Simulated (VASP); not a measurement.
All values below come from LDA (Ceperley-Alder, Perdew-Zunger), VASP's LDA PAW potentials (set 64) (plane waves; VASP 6.6.1).

VASP input:

**POSCAR**
```
PtSe2
10.2270560
  0.1835629921  -0.3179404708   0.0000000000
  0.1835629921   0.3179404708   0.0000000000
  0.0000000000   0.0000000000   0.5000000000
Pt Se
1 2
Cartesian
  0.0000000000   0.0000000000   0.0000000000
  0.1835629921   0.1059803689   0.1275000000
  0.1835629921  -0.1059803689   0.3725000000
```

KPOINTS:
```
Regular mesh
0
Gamma
 8 8 5
0 0 0
```

INCAR:
```
ALGO = Normal
EDIFF = 1E-6
ENCUT = 300
ISIF = 2
ISMEAR = -1
LASPH = .True.
LCHARG = .False.
LMAXMIX = 6
LREAL = .False.
LWAVE = .False.
NELM = 100
PREC = Accurate
SIGMA = 0.01
SYSTEM = PtSe2
```

POTCAR, in this order: Pt Se (LDA.64 set). Program: vasp_std.

Task: What will the output report for the number of irreducible k-points (NKPTS), largest plane-wave count, number of space-group operations, FFT grid (NGX, NGY, NGZ)?

Result: 
```
Quantity                                      Result
--------------------------------------  ------------
number of irreducible k-points (NKPTS)            40
largest plane-wave count                         748
number of space-group operations                  12
FFT grid (NGX, NGY, NGZ)                24 × 24 × 30
```

The structure is a typed PtSe2 crystal (P-3m1). The cell was not relaxed at this level.
